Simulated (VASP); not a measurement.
Crystal: Sc3Te.

```
Sc Te
1.0
     0.00000    3.56950    3.56950
     3.56950    0.00000    3.56950
     3.56950    3.56950    0.00000
Sc Te
3 1
Cartesian
  1.7848 1.7848 1.7848
  5.3543 5.3543 5.3543
  3.5695 3.5695 3.5695
  0.0000 0.0000 0.0000
```

The cell was built by a generator and needn't be a form met in nature.

| Quantity | Value |
| --- | --- |
| Program | VASP 6.6.1 |
| Task | relaxation of cell and atoms |
| Functional | PBE |
| Dispersion | TS |
| Potentials or basis | VASP PAW PBE potentials, release 64 (Sc_sv, Te) |
| Cutoff | 600 eV |
| k mesh | 5 × 5 × 5 |
| Occupations | fermi-dirac, width 0.05 eV |
| Spin | no spin polarisation |

At the start: pressure -7.4 GPa; volume 22.74 Å³/atom.

Where does the relaxation end?

Over 4 steps the energy falls by 54.7 meV/atom and the volume is 20.17 Å³/atom (-11.3 %); space group Fm-3m (No. 225, to 0.05 Å).

The path:
| step | energy change (eV) | largest force (eV/Å) | pressure (GPa) | volume (Å³) |
| --- | --- | --- | --- | --- |
| 1 | 0.0000 | 0.0000 | -7.36 | 90.96 |
| 2 | -0.1816 | 0.0000 | 2.98 | 77.89 |
| 3 | -0.2198 | 0.0000 | -0.89 | 81.59 |
| 4 | -0.2188 | 0.0000 | -0.03 | 80.70 |

Final structure:
```
CELL_PARAMETERS angstrom
0.00000 3.42983 3.42983
3.42983 0.00000 3.42983
3.42983 3.42983 0.00000
ATOMIC_POSITIONS crystal
Sc 0.25000 0.25000 0.25000
Sc 0.75000 0.75000 0.75000
Sc 0.50000 0.50000 0.50000
Te 0.00000 0.00000 0.00000
```

Caveat: atom-pairwise D2, TS and ULG terms overbind metals; pairwise dispersion overbinds metals, which lowers pressure and volume.
